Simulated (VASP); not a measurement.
# Cd2Ni (P6/mmm) in VASP: a series of runs

Aim: see how the results for Cd2Ni move with the level of theory and the settings. Levels: r2SCAN, r2SCAN+rVV10. Tasks: relaxation of cell and atoms.

Everything below comes from runs of VASP 6.6.1. Logs are shortened: lines on timing, memory, paths and dates and some standing lists are left out, and cuts for length are marked.

**1. Starting point**

The structure is hexagonal, space group P6/mmm (No. 191). The conventional cell has a = 4.534 Å, b = 4.534 Å, c = 3.206 Å, α = 90.00°, β = 90.00°, γ = 120.00°. Cd (site symmetry -6m2) is surrounded by 3 Cd at 2.62 Å. Around Ni (site symmetry 6/mmm) lie 12 Cd at 3.07 Å and 2 Ni at 3.21 Å.

The cell was built by a generator and needn't be a form met in nature.

**2. Relaxation of cell and atoms, r2SCAN, collinear spin, ferromagnetic start**

INCAR reads:

```
ALGO = Normal ; EDIFF = 1E-7
EDIFFG = -0.01 ; ENCUT = 600
IBRION = 2 ; ISIF = 3
ISMEAR = 1 ; ISPIN = 2
LASPH = True ; LCHARG = False
LMAXMIX = 4 ; LMIXTAU = True
LORBIT = 11 ; LREAL = False
LWAVE = False ; MAGMOM = 0 0 1
METAGGA = R2SCAN ; NELM = 100
NSW = 60 ; PREC = Accurate
SIGMA = 0.1
```

KPOINTS reads:

```
k-points
0
Gamma
  7 7 8
```

POSCAR reads:

```
Cd2Ni
1.0
    4.5335227100      0.0000000000      0.0000000000
   -2.2667613600      3.9261458400      0.0000000000
    0.0000000000      0.0000000000      3.2055296000
Cd Ni
2 1
Direct
    0.3333333300      0.6666666700      0.5000000000
    0.6666666700      0.3333333300      0.5000000000
    0.0000000000      0.0000000000      0.0000000000
```

Potentials or basis: VASP PAW PBE potentials, release 64 (Cd, Ni).

Launch:

```sh
$ cat potpaw_PBE.64/Cd/POTCAR potpaw_PBE.64/Ni/POTCAR > POTCAR
$ mpirun -np 1 vasp_std > vasp.out
```

OUTCAR:

```text
EDIFF = 1E-7
   EDIFFG = -0.01
   ENCUT = 600
   IBRION = 2
   ISIF = 3
   ISMEAR = 1
   ISPIN = 2
   LASPH = True
   LORBIT = 11
   LREAL = False
   METAGGA = R2SCAN
   NELM = 100
   NSW = 60
   PREC = Accurate

 ion  position               nearest neighbor table
   1  0.333  0.667  0.500-   2 2.62   2 2.62   2 2.62   3 3.07   3 3.07   3 3.07   3 3.07   3 3.07
                             3 3.07
   2  0.667  0.333  0.500-   1 2.62   1 2.62   1 2.62   3 3.07   3 3.07   3 3.07   3 3.07   3 3.07
                             3 3.07
   3  0.000  0.000  0.000-   1 3.07   2 3.07   1 3.07   2 3.07   2 3.07   2 3.07   1 3.07   1 3.07
                             2 3.07   2 3.07   1 3.07   1 3.07

  LATTYP: Found a hexagonal cell.
 ALAT       =     4.5335227100
 C/A-ratio  =     0.7070725802

  Lattice vectors:

 A1 = (   4.5335227100,   0.0000000000,   0.0000000000)
 A2 = (  -2.2667613600,   3.9261458400,   0.0000000000)
 A3 = (   0.0000000000,   0.0000000000,   3.2055296000)

Analysis of symmetry for initial positions (statically):
=====================================================================
 Subroutine PRICEL returns:
 Original cell was already a primitive cell.

 Routine SETGRP: Setting up the symmetry group for a
 hexagonal supercell.

 Subroutine GETGRP returns: Found 24 space group operations
 (whereof 24 operations were pure point group operations)
 out of a pool of 24 trial point group operations.

The static configuration has the point symmetry D_6h.

Analysis of symmetry for dynamics (positions and initial velocities):
=====================================================================
 Subroutine PRICEL returns:
 Original cell was already a primitive cell.

 Routine SETGRP: Setting up the symmetry group for a
 hexagonal supercell.

 Subroutine GETGRP returns: Found 24 space group operations
 (whereof 24 operations were pure point group operations)
 out of a pool of 24 trial point group operations.

The dynamic configuration has the point symmetry D_6h.

Analysis of structural, dynamic, and magnetic symmetry:
=====================================================================
 Subroutine PRICEL returns:
 Original cell was already a primitive cell.

 Routine SETGRP: Setting up the symmetry group for a
 hexagonal supercell.

 Subroutine GETGRP returns: Found 24 space group operations
 (whereof 24 operations were pure point group operations)
 out of a pool of 24 trial point group operations.

The overall configuration has the point symmetry D_6h.

 Subroutine INISYM returns: Found 24 space group operations
 (whereof 24 operations are pure point group operations),
 and found     1 'primitive' translations

----------------------------------------------------------------------------------------

                                     Primitive cell

  volume of cell :      57.0561

  direct lattice vectors                    reciprocal lattice vectors
     4.533522710  0.000000000  0.000000000     0.220579021  0.127351357  0.000000000
    -2.266761360  3.926145840  0.000000000     0.000000000  0.254702714  0.000000000
     0.000000000  0.000000000  3.205529600     0.000000000  0.000000000  0.311960932

  length of vectors
     4.533522710  4.533522716  3.205529600     0.254702714  0.254702714  0.311960932

  position of ions in fractional coordinates (direct lattice)
     0.333333330  0.666666670  0.500000000
     0.666666670  0.333333330  0.500000000
     0.000000000  0.000000000  0.000000000

  ion indices of the primitive-cell ions
   primitive index   ion index
                 1           1
                 2           2
                 3           3

----------------------------------------------------------------------------------------

 KPOINTS: k-points

Automatic generation of k-mesh.
 Grid dimensions read from file:
 generate k-points for:    7    7    8

 Generating k-lattice:

  Cartesian coordinates                     Fractional coordinates (reciprocal lattice)
     0.031511289  0.018193051  0.000000000     0.142857143  0.000000000  0.000000000
     0.000000000  0.036386102  0.000000000     0.000000000  0.142857143  0.000000000
     0.000000000  0.000000000  0.038995116     0.000000000  0.000000000  0.125000000

  Length of vectors
     0.036386102  0.036386102  0.038995116

  Shift w.r.t. Gamma in fractional coordinates (k-lattice)
     0.000000000  0.000000000  0.000000000

 Subroutine IBZKPT returns following result:
 ===========================================

 Found     40 irreducible k-points:

 Following reciprocal coordinates:
            Coordinates               Weight
  0.000000  0.000000  0.000000      1.000000
  0.142857  0.000000  0.000000      6.000000
  0.285714  0.000000  0.000000      6.000000
  0.428571  0.000000  0.000000      6.000000
  0.142857  0.142857  0.000000      6.000000
  0.285714  0.142857  0.000000     12.000000
[... 16 lines left out ...]
  0.428571  0.142857  0.250000     12.000000
  0.285714  0.285714  0.250000     12.000000
 [... further k-points ...]
   k-points           NKPTS =     40   k-points in BZ     NKDIM =     40   number of bands    NBANDS=     22
   number of dos      NEDOS =    301   number of ions     NIONS =      3
   total plane-waves  NPLWV =  36288
   dimension x,y,z NGX =    36 NGY =   36 NGZ =   28
   dimension x,y,z NGXF=    72 NGYF=   72 NGZF=   56
   ions per type =               2   1
   NGX,Y,Z   is equivalent  to a cutoff of  13.20, 13.20, 14.52 a.u.
   NGXF,Y,Z  is equivalent  to a cutoff of  26.40, 26.40, 29.04 a.u.
 SYSTEM =  unknown system
   PREC   = accura    normal or accurate (medium, high low for compatibility)
   ISTART =      0    job   : 0-new  1-cont  2-samecut
   ICHARG =      2    charge: 1-file 2-atom 10-const
   ISPIN  =      2    spin polarized calculation?
   LNONCOLLINEAR =      F non collinear calculations
   LSORBIT =      F    spin-orbit coupling
   LASPH  =      T    aspherical Exc in radial PAW
   ENCUT  =  600.0 eV  44.10 Ry    6.64 a.u.   9.05  9.05  6.40*2*pi/ulx,y,z
   NELM   =    100;   NELMIN=  2; NELMDL= -5     # of ELM steps
   EDIFF  = 0.1E-06   stopping-criterion for ELM
   LREAL  =      F    real-space projection
   EDIFFG = -.1E-01   stopping-criterion for IOM
   NSW    =     60    number of steps for IOM
   IBRION =      2    ionic relax: 0-MD 1-quasi-New 2-CG
   NFREE  =      1    steps in history (QN), initial steepest desc. (CG)
   ISIF   =      3    stress and relaxation
   ISYM   =      2    0-nonsym 1-usesym 2-fastsym
   POTIM  = 0.5000    time-step for ionic-motion
   TEBEG  =    0.0;   TEEND  =   0.0 temperature during run
   PSTRESS=    0.0 pullay stress
   NELECT =      34.0000    total number of electrons
   NUPDOWN=      -1.0000    fix difference up-down
   EMIN   =  10.00;   EMAX   =-10.00  energy-range for DOS
   EFERMI =   0.00;   METHOD = LEGACY
   ISMEAR =     1;   SIGMA  =   0.10  broadening in eV -4-tet -1-fermi 0-gaus
   EFERMI_NEDOS =   21; number of points for ismear=-14 and -15
   IALGO  =     38    algorithm
   IMIX   =      4    mixing-type and parameters
     AMIX     =   0.40;   BMIX     =  1.00
     AMIX_MAG =   1.60;   BMIX_MAG =  1.00
  volume/ion in A,a.u.               =      19.02       128.34
  Fermi-wavevector in a.u.,A,eV,Ry     =   1.377634  2.603350 25.822157  1.897875
  Thomas-Fermi vector in A             =   2.502769
   LORBIT       =     11    0 simple, 1 ext, 2 COOP (PROOUT), +10 PAW based schemes
   METAGGA = R2SCAN    functional components
   LHFCALC =     F    Hartree Fock is set to
   AEXX    =    0.0000 exact exchange contribution
   IVDW    =     0    specifies the selected vdW correction
   LEPSILON=     F    determine dielectric tensor
   LRPA    =     F    only Hartree local field effects (RPA)
 conjugate gradient relaxation of ions
 spin polarized calculation
 Methfessel and Paxton  Order N= 1 SIGMA  =   0.10
  energy-cutoff  :      600.00
  volume of cell :       57.06
 maximum number of plane-waves:      1956
   NGX = 19   NGY = 19   NGZ = 13

--------------------------------------- Ionic step        1  -------------------------------------------

 number of electron      33.9999990 magnetization       0.0153656

 Free energy of the ion-electron system (eV)
  ---------------------------------------------------
  ext. energy  EPLUGINS =         0.00000000
  ---------------------------------------------------
  free energy    TOTEN  =       -50.97015294 eV

  energy without entropy =      -50.96949424  energy(sigma->0) =      -50.96993337

------------------------ aborting loop because EDIFF is reached ----------------------------------------

  FORCE on cell =-STRESS in cart. coord.  units (eV):
  Direction    XX          YY          ZZ          XY          YZ          ZX
  --------------------------------------------------------------------------------------
  -------------------------------------------------------------------------------------
  Total        0.1562194      0.1562194     -5.2337859     -0.0000000      0.0000000      0.0000000
  in kB        4.3867575      4.3867575   -146.9685862     -0.0000000      0.0000000      0.0000000
  external PRESSURE =     -46.0650238 kB  Pullay stress =       0.0000000 kB
[... 215 lines left out ...]
--------------------------------------- Ionic step        7  -------------------------------------------

 number of electron      34.0000001 magnetization      -0.0000003

 number of electron      34.0000001 magnetization       0.0000010

 Free energy of the ion-electron system (eV)
  ---------------------------------------------------
  ext. energy  EPLUGINS =         0.00000000
  ---------------------------------------------------
  free energy    TOTEN  =       -51.38790221 eV

  energy without entropy =      -51.38875139  energy(sigma->0) =      -51.38818527

 E-fermi :   4.2136     XC(G=0): -12.7038

 val. band max:        4.1734624543   @ k =   0.2857   0.1429   0.3750
 cond. band min:       4.2772797724   @ k =   0.2857   0.0000   0.5000
 fundamental gap:      0.1038173181
 Fermi energy:         4.2136360206

 spin component 1

 k-point     1 :       0.0000    0.0000    0.0000
  band No.  band energies     occupation
      1      -6.4111      1.00000
      2      -5.7122      1.00000
      3      -5.4909      1.00000
      4      -5.4909      1.00000
      5      -5.1987      1.00000
      6      -5.1987      1.00000
[... 589 lines left out ...]
     21      11.0733      0.00000
     22      12.5176      0.00000

 [... further k-points ...]

 spin component 2

 k-point     1 :       0.0000    0.0000    0.0000
  band No.  band energies     occupation
      1      -6.4111      1.00000
      2      -5.7122      1.00000
      3      -5.4909      1.00000
      4      -5.4909      1.00000
      5      -5.1987      1.00000
      6      -5.1987      1.00000
[... 621 lines left out ...]
  FREE ENERGIE OF THE ION-ELECTRON SYSTEM (eV)
  ---------------------------------------------------
  free  energy   TOTEN  =       -51.3879022064 eV

  energy  without entropy=      -51.3887513860  energy(sigma->0) =      -51.38818527

 reached required accuracy - stopping structural energy minimisation

 total charge

# of ion       s       p       d       tot
------------------------------------------
    1        0.525   0.404   9.499  10.428
    2        0.525   0.404   9.499  10.428
    3        0.344   0.280   8.410   9.034
--------------------------------------------------
tot          1.394   1.089  27.408  29.890

 magnetization (x)

# of ion       s       p       d       tot
------------------------------------------
    1        0.000   0.000  -0.000   0.000
    2        0.000   0.000  -0.000   0.000
    3       -0.000  -0.000   0.000   0.000
--------------------------------------------------
tot         -0.000   0.000   0.000   0.000
```

Wall time 34 min (1 thread of Intel Xeon Platinum 8259CL at 2.50GHz (Skylake/Cascade Lake), shared host); peak memory 0.31 GiB.

Results:

| Quantity | Value |
| --- | --- |
| Free energy | -51.3879 eV |
| Relaxed volume | 17.14 Å³/atom |
| Relaxed cell | a = 4.600 Å, b = 4.600 Å, c = 2.806 Å, α = 90.00°, β = 90.00°, γ = 120.00° |
| Space group after relaxing (to 0.05 Å) | P6/mmm (No. 191) |
| Energy gained by relaxing | 139.2 meV/atom |
| Ionic steps | 7 |
| Pressure after relaxing | 0.0 GPa |
| Band gap on the k mesh | none (metal or under the smearing width) |
| Net moment | 0.00 μB per cell |
| Valence electrons inside the program's atomic spheres | Cd 10.43; Ni 9.03 |

The path:
```tsv
step	energy change (eV)	largest force (eV/Å)	pressure (GPa)	volume (Å³)
1	0.0000	0.0000	-4.61	57.06
2	-0.3523	0.0000	-1.00	52.52
3	-0.4058	0.0000	1.74	50.69
4	-0.4067	0.0000	2.36	50.36
5	-0.4067	0.0000	2.12	50.49
6	-0.4139	0.0000	-1.07	52.01
7	-0.4177	0.0000	0.02	51.43
```

Final structure:
```
CELL_PARAMETERS angstrom
4.60040 0.00000 0.00000
-2.30020 3.98407 0.00000
0.00000 0.00000 2.80609
ATOMIC_POSITIONS crystal
Cd 0.33333 0.66667 0.50000
Cd 0.66667 0.33333 0.50000
Ni 0.00000 0.00000 0.00000
```

Levels at points of the mesh, in eV from the Fermi level:
Spin up:
```
           k point  band 13  band 14  band 15  band 16  band 17  band 18  band 19  band 20  band 21  band 22
(0.00, 0.00, 0.00)    -1.92    -1.81    -0.62    -0.62     2.80     2.80     2.84     2.84     2.92     3.99
(0.00, 0.00, 0.50)    -1.44    -1.44    -0.93    -0.93     0.28     5.34     5.83     5.83     7.30     7.46
```
Spin down:
```
           k point  band 13  band 14  band 15  band 16  band 17  band 18  band 19  band 20  band 21  band 22
(0.00, 0.00, 0.00)    -1.92    -1.81    -0.62    -0.62     2.80     2.80     2.84     2.84     2.92     3.99
(0.00, 0.00, 0.50)    -1.44    -1.44    -0.93    -0.93     0.28     5.34     5.83     5.83     7.30     7.46
```

Caveat: the PAW data sets were made with another functional, which shifts forces and pressure a little.

(Continued in part 2 of 2.)
